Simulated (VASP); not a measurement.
# A VASP study of BN (LDA): structure first, properties next, part 5 of 7

What structure and properties does LDA give BN, and how near are they to the measured ones? The start is a cell from a database of measured crystal structures.

VASP 6.6.1; LDA; plane waves and PAW (B, N).

So far, gap on the k-mesh (eV): step 2 (relaxing cell and atoms (LDA)) 4.23; step 3 (second relaxation) 4.23; step 6 (total and projected DOS (LDA)) 4.08. The relaxed cell has a = 2.491, c = 6.466 Å (conventional setting).

The database entry behind the starting cell differs from later determinations by our own check (about 0.3 % short, minor phase), so it need not match the best structure at ambient conditions.

### 7. Zone-centre phonons (LDA) (continued)

Parts of OUTCAR (step 7):

```text
   NELECT =      16.0000    total number of electrons

  Total        0.0074636      0.0074636     -0.0110459      0.0000000      0.0000000      0.0000000
  in kB        0.3442414      0.3442414     -0.5094679      0.0000000      0.0000000      0.0000000
  external PRESSURE =       0.0596716 kB  Pullay stress =       0.0000000 kB

 MACROSCOPIC STATIC DIELECTRIC TENSOR (including local field effects in DFT)
 ------------------------------------------------------
           4.918812     0.000000     0.000000
           0.000000     4.918812     0.000000
           0.000000     0.000000     2.883726
 ------------------------------------------------------

 PIEZOELECTRIC TENSOR (including local field effects)  for field in x, y, z        (C/m^2)
          XX          YY          ZZ          XY          YZ          ZX
  --------------------------------------------------------------------------------
  x     0.00000     0.00000     0.00000     0.00000     0.00000     0.00000
  y     0.00000     0.00000     0.00000     0.00000     0.00000     0.00000
  z     0.00000     0.00000     0.00000     0.00000     0.00000     0.00000

 BORN EFFECTIVE CHARGES (including local field effects) (in |e|, cummulative output)
 ---------------------------------------------------------------------------------
 ion    1
    1     2.70493     0.00000     0.00000
    2     0.00000     2.70493     0.00000
    3    -0.00000     0.00000     0.81868
 ion    2
    1     2.70493     0.00000     0.00000
    2     0.00000     2.70493     0.00000
    3    -0.00000     0.00000     0.81868
 ion    3
    1    -2.70493    -0.00000     0.00000
    2    -0.00000    -2.70493     0.00000
    3     0.00000    -0.00000    -0.81868
 ion    4
    1    -2.70493    -0.00000     0.00000
    2    -0.00000    -2.70493     0.00000
    3     0.00000     0.00000    -0.81868

 Eigenvectors and eigenvalues of the dynamical matrix
 ----------------------------------------------------

   1 f  =   41.340512 THz   259.750099 2PiTHz 1378.971055 cm-1   170.970544 meV
             X         Y         Z           dx          dy          dz
     -0.000000  1.437940  1.616592    -0.288454   -0.445654   -0.000000
      1.245293  0.718970  4.849775     0.288454    0.445654    0.000000
     -0.000000  1.437940  4.849775    -0.253811   -0.392131   -0.000000
      1.245293  0.718970  1.616592     0.253811    0.392131   -0.000000

   2 f  =   41.340512 THz   259.750099 2PiTHz 1378.971055 cm-1   170.970544 meV
             X         Y         Z           dx          dy          dz
     -0.000000  1.437940  1.616592    -0.445654    0.288454    0.000000
      1.245293  0.718970  4.849775     0.445654   -0.288454    0.000000
     -0.000000  1.437940  4.849775    -0.392131    0.253811    0.000000
      1.245293  0.718970  1.616592     0.392131   -0.253811   -0.000000

   3 f  =   41.332596 THz   259.700359 2PiTHz 1378.706994 cm-1   170.937804 meV
             X         Y         Z           dx          dy          dz
     -0.000000  1.437940  1.616592    -0.288616   -0.445896   -0.000000
      1.245293  0.718970  4.849775    -0.288616   -0.445896    0.000000
     -0.000000  1.437940  4.849775     0.253634    0.391851    0.000000
      1.245293  0.718970  1.616592     0.253634    0.391851    0.000000

   4 f  =   41.332596 THz   259.700359 2PiTHz 1378.706994 cm-1   170.937804 meV
             X         Y         Z           dx          dy          dz
     -0.000000  1.437940  1.616592     0.445896   -0.288616   -0.000000
      1.245293  0.718970  4.849775     0.445896   -0.288616   -0.000000
     -0.000000  1.437940  4.849775    -0.391851    0.253634   -0.000000
      1.245293  0.718970  1.616592    -0.391851    0.253634   -0.000000

   5 f  =   24.314394 THz   152.771846 2PiTHz  811.040900 cm-1   100.556210 meV
             X         Y         Z           dx          dy          dz
     -0.000000  1.437940  1.616592     0.000000   -0.000000    0.529034
      1.245293  0.718970  4.849775    -0.000000    0.000000   -0.529034
     -0.000000  1.437940  4.849775    -0.000000    0.000000    0.469172
      1.245293  0.718970  1.616592     0.000000   -0.000000   -0.469172

   6 f  =   22.493393 THz   141.330156 2PiTHz  750.298827 cm-1    93.025157 meV
             X         Y         Z           dx          dy          dz
     -0.000000  1.437940  1.616592     0.000000    0.000000   -0.531109
      1.245293  0.718970  4.849775    -0.000000   -0.000000   -0.531109
     -0.000000  1.437940  4.849775    -0.000000   -0.000000    0.466823
      1.245293  0.718970  1.616592     0.000000    0.000000    0.466823

   7 f  =    3.507790 THz    22.040093 2PiTHz  117.007271 cm-1    14.507046 meV
             X         Y         Z           dx          dy          dz
     -0.000000  1.437940  1.616592     0.000000    0.000000   -0.469172
      1.245293  0.718970  4.849775    -0.000000   -0.000000    0.469172
     -0.000000  1.437940  4.849775    -0.000000   -0.000000    0.529034
      1.245293  0.718970  1.616592     0.000000    0.000000   -0.529034

   8 f  =    1.468105 THz     9.224374 2PiTHz   48.970701 cm-1     6.071590 meV
             X         Y         Z           dx          dy          dz
     -0.000000  1.437940  1.616592     0.253879    0.392087   -0.000000
      1.245293  0.718970  4.849775    -0.253879   -0.392087   -0.000000
     -0.000000  1.437940  4.849775    -0.288532   -0.445604   -0.000000
      1.245293  0.718970  1.616592     0.288532    0.445604   -0.000000

   9 f  =    1.468105 THz     9.224374 2PiTHz   48.970701 cm-1     6.071590 meV
             X         Y         Z           dx          dy          dz
     -0.000000  1.437940  1.616592     0.392087   -0.253879    0.000000
      1.245293  0.718970  4.849775    -0.392087    0.253879    0.000000
     -0.000000  1.437940  4.849775    -0.445604    0.288532    0.000000
      1.245293  0.718970  1.616592     0.445604   -0.288532    0.000000

  10 f/i=    0.001624 THz     0.010205 2PiTHz    0.054175 cm-1     0.006717 meV
             X         Y         Z           dx          dy          dz
     -0.000000  1.437940  1.616592    -0.430498   -0.180413    0.000000
      1.245293  0.718970  4.849775    -0.430498   -0.180413    0.000000
     -0.000000  1.437940  4.849775    -0.489873   -0.205296    0.000000
      1.245293  0.718970  1.616592    -0.489873   -0.205296    0.000000

  11 f/i=    0.001624 THz     0.010205 2PiTHz    0.054175 cm-1     0.006717 meV
             X         Y         Z           dx          dy          dz
     -0.000000  1.437940  1.616592    -0.180413    0.430498   -0.000000
      1.245293  0.718970  4.849775    -0.180413    0.430498   -0.000000
     -0.000000  1.437940  4.849775    -0.205296    0.489873   -0.000000
      1.245293  0.718970  1.616592    -0.205296    0.489873   -0.000000

  12 f/i=    0.002967 THz     0.018639 2PiTHz    0.098952 cm-1     0.012269 meV
             X         Y         Z           dx          dy          dz
     -0.000000  1.437940  1.616592    -0.000000    0.000000    0.466823
      1.245293  0.718970  4.849775    -0.000000    0.000000    0.466823
     -0.000000  1.437940  4.849775    -0.000000    0.000000    0.531109
      1.245293  0.718970  1.616592    -0.000000    0.000000    0.531109

 MACROSCOPIC STATIC DIELECTRIC TENSOR IONIC CONTRIBUTION
 ------------------------------------------------------
           1.787574     0.000000    -0.000000
           0.000000     1.787574     0.000000
          -0.000000     0.000000     0.552898
 ------------------------------------------------------

 ELASTIC MODULI CONTR FROM IONIC RELAXATION (kBar)
 Direction    XX          YY          ZZ          XY          YZ          ZX
 --------------------------------------------------------------------------------
 XX        -462.3850    462.3850     -0.0000     -0.0000      0.0000     -0.0000
 YY         462.3850   -462.3850     -0.0000     -0.0000     -0.0000      0.0000
 ZZ          -0.0000     -0.0000     -0.0000     -0.0000     -0.0000      0.0000
 XY          -0.0000     -0.0000     -0.0000   -462.3850     -0.0000      0.0000
 YZ           0.0000     -0.0000     -0.0000     -0.0000     -0.0000      0.0000
 ZX          -0.0000      0.0000      0.0000      0.0000      0.0000     -0.0000
 --------------------------------------------------------------------------------

 PIEZOELECTRIC TENSOR IONIC CONTR  for field in x, y, z        (C/m^2)
          XX          YY          ZZ          XY          YZ          ZX
  --------------------------------------------------------------------------------
  x    -0.00000     0.00000    -0.00000    -0.00000    -0.00000     0.00000
  y    -0.00000     0.00000     0.00000     0.00000     0.00000    -0.00000
  z     0.00000    -0.00000    -0.00000    -0.00000    -0.00000     0.00000

[... 10 parts as in an earlier step ...]

[... 2 further parts left out ...]
```

Energies printed during the response cycles are not total energies of the cell.

This step gave:

| Item | Value |
| --- | --- |
| bands | 14 |
| irreducible k-points | 24 |
| pressure of the cell | 0.005967 GPa |
| largest force of the cell | 0 eV/Å |
| Fermi energy | 2.664 eV |
| valence top at k | 0.3333, 0.3333, 0.3333 |
| conduction bottom at k | 0.4444, 0.1111, 0 |
| least direct gap at k | 0.4444, 0.1111, 0 |
| gap on the k-mesh | 4.234 eV |
| least direct gap on the k-mesh | 4.461 eV |

Electronic dielectric tensor with local fields:

```
4.92 0.00 0.00
0.00 4.92 0.00
0.00 0.00 2.88
```

Ionic part of the static dielectric tensor:

```
1.79 0.00 0.00
0.00 1.79 0.00
0.00 0.00 0.55
```

Born effective charge (e), principal values of the symmetric part by kind of site:

```
atom  atoms with these values    low  middle   high   mean
  B1                        2   0.82    2.70   2.70   2.08
  N3                        2  -2.70   -2.70  -0.82  -2.08
```

In full for N3:

```
-2.70  0.00  0.00
 0.00 -2.70  0.00
 0.00  0.00 -0.82
```

Infrared lines, with heights relative to the strongest:

```
position (cm⁻¹)  lines merged  squared mode dipole, relative
             49             2                            0.0
            117             1                            0.0
            750             1                            4.6
            811             1                            0.0
           1379             4                            100
```

Transverse limit, no LO-TO splitting. The modes at Γ (shares of kinetic energy by element, %):

```
mode  frequency (cm⁻¹)  symmetry      IR  B %  N %
   1              -0.1  acoustic  1.5e-8   44   56
   2              -0.1  acoustic  6.8e-8   44   56
   3              -0.1  acoustic  6.8e-8   44   56
   4              49.0       E2g       0   44   56
   5              49.0       E2g       0   44   56
   6             117.0        Bg       0   44   56
   7             750.3       A2u    0.22   56   44
   8             811.0        Bg       0   56   44
   9            1378.7       E1u     2.4   56   44
  10            1378.7       E1u     2.4   56   44
  11            1379.0       E2g       0   56   44
  12            1379.0       E2g       0   56   44
```

Displacements in mode 5 (49.0 cm⁻¹), the largest set to 1:
```
B1   0.65  1.00  0.00
B2  -0.65 -1.00  0.00
N3  -0.65 -1.00  0.00
N4   0.65  1.00  0.00
```

Displacements in mode 12 (1379.0 cm⁻¹), the largest set to 1:
```
B1  -0.65 -1.00  0.00
B2   0.65  1.00  0.00
N3  -0.50 -0.77  0.00
N4   0.50  0.77  0.00
```

The Born charges sum to zero; the printed set may have that rule imposed, so this is no test. By the characters of their eigenvectors the optical modes sort into (cm⁻¹) Raman active: E2g 49, E2g 1379; infrared active: A2u 750, E1u 1379; silent: Bg 117, Bg 811. B labels carry no number here, since it depends on the setting of the axes. With a centre of inversion no mode is active in both.

[end of part 5 of 7]

[Lines on the potential files, build, host, timing and source positions are cut from VASP's logs without a mark.]

[Logs are printed without paths, hosts, clocks, repeated set-up lines and the standing remarks that a program may print on its own settings, such as how far it seeks lower states.]

[Hosts, paths, dates, database ids (printed as entryN), source tags and the programs' standing remarks are cut or masked in the printed files.]

[A measured line is paired with the nearest computed mode of its activity, which favours agreement.]

[In band tables of VASP the shares of atoms and orbitals are scaled to a sum of 1 inside the atoms' spheres.]
